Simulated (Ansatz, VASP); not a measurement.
## One calculation of Ir3Rh2, two programs

File INCAR:

```
  ALGO = Normal
  EDIFF = 1E-6
  ENCUT = 520
  GGA = PE
  ISIF = 2
  ISMEAR = 0
  LASPH = True
  LCHARG = False
  LREAL = False
  LWAVE = False
  NBANDS = 68
  NELM = 60
  PREC = Accurate
  SIGMA = 0.1
```

Contents of KPOINTS:

```
k-points
0
Gamma
  6 6 1
```

The input POSCAR:

```
Ir3Rh2
1.0
    2.7399671000      0.0000000000      0.0000000000
   -1.3699836000      2.3728811000      0.0000000000
    0.0000000000      0.0000000000     22.1164521000
Ir Rh
6 4
Direct
    0.3333333000      0.6666667000      0.7500000000
    0.3333333000      0.6666667000      0.1495550000
    0.3333333000      0.6666667000      0.3504450000
    0.6666667000      0.3333333000      0.8504450000
    0.6666667000      0.3333333000      0.2500000000
    0.6666667000      0.3333333000      0.6495550000
    0.3333333000      0.6666667000      0.9499670000
    0.3333333000      0.6666667000      0.5500330000
    0.6666667000      0.3333333000      0.0500330000
    0.6666667000      0.3333333000      0.4499670000
```

Input for Ansatz:

```yaml
crystal:
  lattice:
    - [2.7399671, 0.0, 0.0]
    - [-1.3699836, 2.3728811, 0.0]
    - [0.0, 0.0, 22.1164521]
  atoms:
    - { symbol: Ir, position: [0.3333333, 0.6666667, 0.75] }
    - { symbol: Ir, position: [0.3333333, 0.6666667, 0.149555] }
    - { symbol: Ir, position: [0.3333333, 0.6666667, 0.350445] }
    - { symbol: Ir, position: [0.6666667, 0.3333333, 0.850445] }
    - { symbol: Ir, position: [0.6666667, 0.3333333, 0.25] }
    - { symbol: Ir, position: [0.6666667, 0.3333333, 0.649555] }
    - { symbol: Rh, position: [0.3333333, 0.6666667, 0.949967] }
    - { symbol: Rh, position: [0.3333333, 0.6666667, 0.550033] }
    - { symbol: Rh, position: [0.6666667, 0.3333333, 0.050033] }
    - { symbol: Rh, position: [0.6666667, 0.3333333, 0.449967] }
basis:
  ecutwfc: 420
kpoints:
  mp_grid: { grid: [6, 6, 1] }
hamiltonian:
  xc: pbe
scf:
  occupations: { method: gaussian, width: 0.1 }
  lower_state_search: "off"
output:
  forces: true
  stress: true
  eigenvalues: true
```

Alike in both runs: task single point; functional PBE; k mesh 6 × 6 × 1; occupations gaussian, width 0.1 eV; no spin polarisation.

```csv
,VASP,Ansatz
version,VASP 6.6.1,Ansatz 0.2.0
potentials or method,"VASP PAW PBE potentials, release 64 (Ir, Rh_pv)","scalar-relativistic, plane waves, PAW"
plane-wave cutoff (eV),520,420
valence electrons in the cell,114,170
```

|  | VASP | Ansatz | Ansatz less VASP |
| --- | --- | --- | --- |
| gap on the k mesh at the Fermi level (eV) | none | none | - |
| pressure (GPa) | 1.1 | 0.7 | -0.41 |
| largest component of the traceless stress (GPa) | 3.55 | 3.63 | +0.077 |
| rms of the force components (eV/Å) | 0.039 | 0.051 | +0.0116 |

Atom by atom the forces differ by 0.012 eV/Å (rms over components). A gap of «none» marks a metal or a gap that the smearing closes. The functional is the same, so the differences come from potentials, cutoffs and numerics. The two sets of potentials don't hold the same shells in valence.

Caveats: the k mesh is coarse (spacing up to 0.44 Å⁻¹), so the values aren't converged. The runs have no spin-orbit coupling, so splittings on Ir are missing.
